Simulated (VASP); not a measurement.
# Sc11Ru4 (Fm-3m) in VASP: single point with PBE

Aim: the single point of Sc11Ru4 with PBE.

Program: VASP 6.6.1. These are calculated values, not measurements. Logs are shortened: lines on timing, memory, paths and dates and some standing lists are left out, and cuts for length are marked.

## Step 1: Starting point

The structure is cubic, space group Fm-3m (No. 225). The conventional cell has a = 13.358 Å, b = 13.358 Å, c = 13.358 Å, α = 90.00°, β = 90.00°, γ = 90.00°. Sc (site symmetry 4mm) has 1 Ru at 2.64 Å and 4 Sc at 3.00 Å as nearest neighbours. Sc (site symmetry 3m) has 4 Ru at 2.69 to 2.96 Å as nearest neighbours. Sc (site symmetry 3m) is surrounded by 3 Ru at 2.74 Å and 6 Sc at 3.00 to 3.13 Å. Ru (site symmetry m-3m) is surrounded by 6 Sc at 2.64 Å. Ru (site symmetry m-3m) is surrounded by 8 Sc at 2.69 Å. Around Ru (site symmetry mmm) lie 8 Sc at 2.74 to 2.96 Å.

The cell comes from a database or a generator and needn't be the stable form of this composition.

## Step 2: Single point, PBE

Input file INCAR:

```
SYSTEM = Sc11Ru4
  ALGO = Fast
  EDIFF = 1E-6
  ENCUT = 520
  GGA = PE
  ISIF = 2
  ISMEAR = 0
  LASPH = .True.
  LCHARG = .False.
  LREAL = Auto
  LWAVE = .False.
  NBANDS = 198
  NELM = 100
  PREC = Accurate
  SIGMA = 0.1
```

Input file KPOINTS:

```
k-points
0
Gamma
  2 2 2
  0 0 0
```

Input file POSCAR:

```
Sc11Ru4
1.0
    0.0000000000      6.6791800000      6.6791800000
    6.6791800000      0.0000000000      6.6791800000
    6.6791800000      6.6791800000      0.0000000000
Sc Ru
22 8
Direct
    0.8023530000      0.8023530000      0.1976470000
    0.1976470000      0.8023530000      0.1976470000
    0.8023530000      0.1976470000      0.1976470000
    0.1976470000      0.1976470000      0.8023530000
    0.8023530000      0.1976470000      0.8023530000
    0.1976470000      0.8023530000      0.8023530000
    0.6164480000      0.6164480000      0.1506560000
    0.6164480000      0.1506560000      0.6164480000
    0.1506560000      0.6164480000      0.6164480000
    0.6164480000      0.6164480000      0.6164480000
    0.3835520000      0.3835520000      0.8493440000
    0.3835520000      0.8493440000      0.3835520000
    0.8493440000      0.3835520000      0.3835520000
    0.3835520000      0.3835520000      0.3835520000
    0.8439780000      0.8439780000      0.4680650000
    0.8439780000      0.4680650000      0.8439780000
    0.4680650000      0.8439780000      0.8439780000
    0.8439780000      0.8439780000      0.8439780000
    0.1560220000      0.1560220000      0.5319350000
    0.1560220000      0.5319350000      0.1560220000
    0.5319350000      0.1560220000      0.1560220000
    0.1560220000      0.1560220000      0.1560220000
    0.0000000000      0.0000000000      0.0000000000
    0.5000000000      0.5000000000      0.5000000000
    0.0000000000      0.0000000000      0.5000000000
    0.5000000000      0.0000000000      0.5000000000
    0.0000000000      0.5000000000      0.5000000000
    0.5000000000      0.5000000000      0.0000000000
    0.0000000000      0.5000000000      0.0000000000
    0.5000000000      0.0000000000      0.0000000000
```

Potentials or basis: VASP PAW PBE potentials, release 64 (Sc_sv, Ru_pv).

On the command line:

```
$ cat potpaw_PBE.64/Sc_sv/POTCAR potpaw_PBE.64/Ru_pv/POTCAR > POTCAR
$ mpirun -np 1 vasp_std > vasp.out
```

OUTCAR:

```text
SYSTEM = Sc11Ru4
   EDIFF = 1E-6
   ENCUT = 520
   GGA = PE
   ISIF = 2
   ISMEAR = 0
   LASPH = .True.
   LREAL = Auto
   NELM = 100
   PREC = Accurate

 ion  position               nearest neighbor table
   1  0.802  0.802  0.198-  23 2.64  15 3.00  21 3.00  20 3.00  18 3.00  13 3.32  12 3.32  10 3.32
                             7 3.32
   2  0.198  0.802  0.198-  23 2.64  20 3.00  15 3.00  17 3.00  22 3.00   9 3.32   7 3.32  14 3.32
                            12 3.32
   3  0.802  0.198  0.198-  23 2.64  21 3.00  15 3.00  16 3.00  22 3.00   8 3.32   7 3.32  14 3.32
                            13 3.32
   4  0.198  0.198  0.802-  23 2.64  19 3.00  16 3.00  17 3.00  22 3.00   9 3.32   8 3.32  14 3.32
                            11 3.32
   5  0.802  0.198  0.802-  23 2.64  16 3.00  21 3.00  19 3.00  18 3.00  13 3.32  11 3.32  10 3.32
                             8 3.32
   6  0.198  0.802  0.802-  23 2.64  17 3.00  20 3.00  19 3.00  18 3.00  12 3.32  11 3.32  10 3.32
                             9 3.32
   7  0.616  0.616  0.151-  24 2.69  28 2.96  29 2.96  30 2.96  14 3.11  13 3.11  12 3.11  18 3.13
                            17 3.13  16 3.13   2 3.32   3 3.32   1 3.32
   8  0.616  0.151  0.616-  24 2.69  26 2.96  30 2.96  25 2.96  14 3.11  13 3.11  11 3.11  18 3.13
                            17 3.13  15 3.13   3 3.32   4 3.32   5 3.32
   9  0.151  0.616  0.616-  24 2.69  27 2.96  29 2.96  25 2.96  14 3.11  12 3.11  11 3.11  18 3.13
[... 12 lines left out ...]
                             9 3.13
  16  0.844  0.468  0.844-  27 2.74  28 2.74  29 2.74   5 3.00   3 3.00   4 3.00  10 3.13   7 3.13
                             9 3.13
  17  0.468  0.844  0.844-  26 2.74  28 2.74  30 2.74   6 3.00   2 3.00   4 3.00  10 3.13   7 3.13
                             8 3.13
  18  0.844  0.844  0.844-  25 2.74  29 2.74  30 2.74   1 3.00   5 3.00   6 3.00   9 3.13   8 3.13
                             7 3.13
  19  0.156  0.156  0.532-  26 2.74  27 2.74  25 2.74   4 3.00   6 3.00   5 3.00  14 3.13  12 3.13
                            13 3.13
  20  0.156  0.532  0.156-  27 2.74  28 2.74  29 2.74   2 3.00   6 3.00   1 3.00  14 3.13  11 3.13
                            13 3.13
  21  0.532  0.156  0.156-  26 2.74  28 2.74  30 2.74   3 3.00   5 3.00   1 3.00  14 3.13  11 3.13
                            12 3.13
  22  0.156  0.156  0.156-  25 2.74  29 2.74  30 2.74   2 3.00   3 3.00   4 3.00  13 3.13  12 3.13
                            11 3.13
  23  0.000  0.000  0.000-   1 2.64   2 2.64   3 2.64   4 2.64   5 2.64   6 2.64
  24  0.500  0.500  0.500-  10 2.69  14 2.69   9 2.69   7 2.69  11 2.69  12 2.69  13 2.69   8 2.69

  25  0.000  0.000  0.500-  18 2.74  22 2.74  19 2.74  15 2.74   8 2.96   9 2.96  12 2.96  13 2.96

  26  0.500  0.000  0.500-  15 2.74  17 2.74  19 2.74  21 2.74   8 2.96  12 2.96  10 2.96  14 2.96
[... 5 lines left out ...]
  29  0.000  0.500  0.000-  18 2.74  22 2.74  20 2.74  16 2.74   7 2.96   9 2.96  11 2.96  13 2.96

  30  0.500  0.000  0.000-  18 2.74  22 2.74  21 2.74  17 2.74   7 2.96   8 2.96  11 2.96  12 2.96

  LATTYP: Found a face centered cubic cell.
 ALAT       =    13.3583600000

  Lattice vectors:

 A1 = (   0.0000000000,   6.6791800000,   6.6791800000)
 A2 = (   6.6791800000,   0.0000000000,   6.6791800000)
 A3 = (   6.6791800000,   6.6791800000,   0.0000000000)

Analysis of symmetry for initial positions (statically):
=====================================================================
 Subroutine PRICEL returns:
 Original cell was already a primitive cell.

 Routine SETGRP: Setting up the symmetry group for a
 face centered cubic supercell.

 Subroutine GETGRP returns: Found 48 space group operations
 (whereof 48 operations were pure point group operations)
 out of a pool of 48 trial point group operations.

The static configuration has the point symmetry O_h .

Analysis of symmetry for dynamics (positions and initial velocities):
=====================================================================
 Subroutine PRICEL returns:
 Original cell was already a primitive cell.

 Routine SETGRP: Setting up the symmetry group for a
 face centered cubic supercell.

 Subroutine GETGRP returns: Found 48 space group operations
 (whereof 48 operations were pure point group operations)
 out of a pool of 48 trial point group operations.

The dynamic configuration has the point symmetry O_h .

 Subroutine INISYM returns: Found 48 space group operations
 (whereof 48 operations are pure point group operations),
 and found     1 'primitive' translations

----------------------------------------------------------------------------------------

                                     Primitive cell

  volume of cell :     595.9357

  direct lattice vectors                    reciprocal lattice vectors
     0.000000000  6.679180000  6.679180000    -0.074859489  0.074859489  0.074859489
[... 82 lines left out ...]
    -0.037429744  0.037429744  0.037429744     0.500000000  0.000000000  0.000000000
     0.037429744 -0.037429744  0.037429744     0.000000000  0.500000000  0.000000000
     0.037429744  0.037429744 -0.037429744     0.000000000  0.000000000  0.500000000

  Length of vectors
     0.064830219  0.064830219  0.064830219

  Shift w.r.t. Gamma in fractional coordinates (k-lattice)
     0.000000000  0.000000000  0.000000000

 Subroutine IBZKPT returns following result:
 ===========================================

 Found      3 irreducible k-points:

 Following reciprocal coordinates:
            Coordinates               Weight
  0.000000  0.000000  0.000000      1.000000
  0.500000  0.000000  0.000000      4.000000
  0.500000  0.500000  0.000000      3.000000
   k-points           NKPTS =      3   k-points in BZ     NKDIM =      3   number of bands    NBANDS=    198
   number of dos      NEDOS =    301   number of ions     NIONS =     30
   total plane-waves  NPLWV = 343000
   dimension x,y,z NGX =    70 NGY =   70 NGZ =   70
   dimension x,y,z NGXF=   140 NGYF=  140 NGZF=  140
   ions per type =              22   8
   NGX,Y,Z   is equivalent  to a cutoff of  12.32, 12.32, 12.32 a.u.
   NGXF,Y,Z  is equivalent  to a cutoff of  24.64, 24.64, 24.64 a.u.
 SYSTEM =  Sc11Ru4
   PREC   = accura    normal or accurate (medium, high low for compatibility)
   ISTART =      0    job   : 0-new  1-cont  2-samecut
   ICHARG =      2    charge: 1-file 2-atom 10-const
   ISPIN  =      1    spin polarized calculation?
   LNONCOLLINEAR =      F non collinear calculations
   LSORBIT =      F    spin-orbit coupling
   LASPH  =      T    aspherical Exc in radial PAW
   ENCUT  =  520.0 eV  38.22 Ry    6.18 a.u.  17.56 17.56 17.56*2*pi/ulx,y,z
   NELM   =    100;   NELMIN=  2; NELMDL= -5     # of ELM steps
   EDIFF  = 0.1E-05   stopping-criterion for ELM
   LREAL  =      T    real-space projection
   EDIFFG = 0.1E-04   stopping-criterion for IOM
   NSW    =      0    number of steps for IOM
   IBRION =     -1    ionic relax: 0-MD 1-quasi-New 2-CG
   NFREE  =      0    steps in history (QN), initial steepest desc. (CG)
   ISIF   =      2    stress and relaxation
   ISYM   =      2    0-nonsym 1-usesym 2-fastsym
   POTIM  = 0.5000    time-step for ionic-motion
   TEBEG  =    0.0;   TEEND  =   0.0 temperature during run
   PSTRESS=    0.0 pullay stress
   NELECT =     354.0000    total number of electrons
   NUPDOWN=      -1.0000    fix difference up-down
   EMIN   =  10.00;   EMAX   =-10.00  energy-range for DOS
   EFERMI =   0.00;   METHOD = LEGACY
   ISMEAR =     0;   SIGMA  =   0.10  broadening in eV -4-tet -1-fermi 0-gaus
   EFERMI_NEDOS =   21; number of points for ismear=-14 and -15
   IALGO  =     68    algorithm
   IMIX   =      4    mixing-type and parameters
     AMIX     =   0.40;   BMIX     =  1.00
     AMIX_MAG =   1.60;   BMIX_MAG =  1.00
  volume/ion in A,a.u.               =      19.86       134.05
  Fermi-wavevector in a.u.,A,eV,Ry     =   1.376183  2.600608 25.767787  1.893879
  Thomas-Fermi vector in A             =   2.501451
   LORBIT       =      0    0 simple, 1 ext, 2 COOP (PROOUT), +10 PAW based schemes
   GGA     = PE    functional components
   LHFCALC =     F    Hartree Fock is set to
   AEXX    =    0.0000 exact exchange contribution
   IVDW    =     0    specifies the selected vdW correction
   LEPSILON=     F    determine dielectric tensor
   LRPA    =     F    only Hartree local field effects (RPA)
 non-spin polarized calculation
 RMM-DIIS sequential band-by-band and
 Gauss-broadening in eV      SIGMA  =   0.10
  energy-cutoff  :      520.00
  volume of cell :      595.94
 maximum number of plane-waves:     16145
   NGX = 35   NGY = 35   NGZ = 35

 number of electron     354.0000023 magnetization

 Free energy of the ion-electron system (eV)
  ---------------------------------------------------
  ext. energy  EPLUGINS =         0.00000000
  ---------------------------------------------------
  free energy    TOTEN  =      -222.98396073 eV

  energy without entropy =     -222.92646768  energy(sigma->0) =     -222.95521421

 E-fermi :   5.6690     XC(G=0): -11.0149

 val. band max:        5.5188052361   @ k =   0.5000   0.5000   0.0000
 cond. band min:       5.7551132657   @ k =   0.5000   0.0000   0.0000
 fundamental gap:      0.2363080297
 Fermi energy:         5.6689658106

 k-point     1 :       0.0000    0.0000    0.0000
  band No.  band energies     occupation
      1     -43.7517      2.00000
      2     -43.7449      2.00000
      3     -43.7449      2.00000
      4     -43.7449      2.00000
      5     -43.7394      2.00000
      6     -43.7394      2.00000
[... 565 lines left out ...]
    188       6.3365      0.00000
    189       6.3939      0.00000
 [bands above 189 left out]

------------------------ aborting loop because EDIFF is reached ----------------------------------------

  FORCE on cell =-STRESS in cart. coord.  units (eV):
  Direction    XX          YY          ZZ          XY          YZ          ZX
  --------------------------------------------------------------------------------------
  -------------------------------------------------------------------------------------
  Total        2.7333705      2.7333705      2.7333705     -0.0000000      0.0000000      0.0000000
  in kB        7.3486853      7.3486853      7.3486853     -0.0000000      0.0000000      0.0000000
  external PRESSURE =       7.3486853 kB  Pullay stress =       0.0000000 kB

 VOLUME and BASIS-vectors are now :
 -----------------------------------------------------------------------------
  energy-cutoff  :      520.00
  volume of cell :      595.94
      direct lattice vectors                 reciprocal lattice vectors
     0.000000000  6.679180000  6.679180000    -0.074859489  0.074859489  0.074859489
     6.679180000  0.000000000  6.679180000     0.074859489 -0.074859489  0.074859489
     6.679180000  6.679180000  0.000000000     0.074859489  0.074859489 -0.074859489

 POSITION                                       TOTAL-FORCE (eV/Angst)
 -----------------------------------------------------------------------------------
      6.67918      6.67918     10.71812        -0.000000      0.000000      0.011670
      6.67918      2.64024      6.67918        -0.000000     -0.011670      0.000000
      2.64024      6.67918      6.67918        -0.011670      0.000000      0.000000
      6.67918      6.67918      2.64024        -0.000000      0.000000     -0.011670
      6.67918     10.71812      6.67918        -0.000000      0.011670      0.000000
     10.71812      6.67918      6.67918         0.011670      0.000000      0.000000
[... 22 lines left out ...]
      3.33959      0.00000      3.33959        -0.000000      0.000000      0.000000
      0.00000      3.33959      3.33959        -0.000000      0.000000      0.000000
 -----------------------------------------------------------------------------------
    total drift:                                0.000000      0.000000      0.000000

  FREE ENERGIE OF THE ION-ELECTRON SYSTEM (eV)
  ---------------------------------------------------
  free  energy   TOTEN  =      -222.9839607336 eV

  energy  without entropy=     -222.9264676790  energy(sigma->0) =     -222.95521421
```

It took 12 min on 1 thread of Intel Xeon 6975P-C (Granite Rapids), shared host; peak memory 0.82 GiB.

What came out:

```
Free energy            : -222.9840 eV
Pressure               : 0.7 GPa
Largest force          : 0.163 eV/Å
Band gap on the k mesh : none (metal or under the smearing width)
```

Forces on the atoms (eV/Å):
```
Sc   0.000  0.000  0.012
Sc   0.000 -0.012  0.000
Sc  -0.012  0.000  0.000
Sc   0.000  0.000 -0.012
Sc   0.000  0.012  0.000
Sc   0.012  0.000  0.000
Sc  -0.054 -0.054  0.054
Sc  -0.054  0.054 -0.054
Sc   0.054 -0.054 -0.054
Sc   0.054  0.054  0.054
Sc   0.054  0.054 -0.054
Sc   0.054 -0.054  0.054
Sc  -0.054  0.054  0.054
Sc  -0.054 -0.054 -0.054
Sc   0.094  0.094 -0.094
Sc   0.094 -0.094  0.094
Sc  -0.094  0.094  0.094
Sc  -0.094 -0.094 -0.094
Sc  -0.094 -0.094  0.094
Sc  -0.094  0.094 -0.094
Sc   0.094 -0.094 -0.094
Sc   0.094  0.094  0.094
Ru   0.000  0.000  0.000
Ru   0.000  0.000  0.000
Ru   0.000  0.000  0.000
Ru   0.000  0.000  0.000
Ru   0.000  0.000  0.000
Ru   0.000  0.000  0.000
Ru   0.000  0.000  0.000
Ru   0.000  0.000  0.000
```

Caveat: the k mesh is coarse (spacing up to 0.41 Å⁻¹), so the values aren't converged.
